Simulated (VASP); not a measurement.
Consider the following.

```
CELL_PARAMETERS angstrom
      0.00000     1.90172     1.90172
      1.90172     0.00000     1.90172
      1.90172     1.90172     0.00000
ATOMIC_POSITIONS crystal
  Ir 0.00000 0.00000 0.00000
```

All values below come from revPBE GGA, VASP's PBE PAW potentials (set 64) (plane waves; VASP). Settings: 520 eV cut-off, 16×16×16 Γ-centred mesh, first-order Methfessel-Paxton smearing of 0.10 eV, potentials Ir.

### Question
Give the stress tensor in GPa (positive for a compressed cell).

### Answer

```
24.94   0.00   0.00
 0.00  24.94   0.00
 0.00   0.00  24.94
```
The pressure is its mean diagonal, 24.94 GPa.

The compound is Ir in the fcc structure. This cell is one point of a volume scan, at 0.94 of the reference volume.
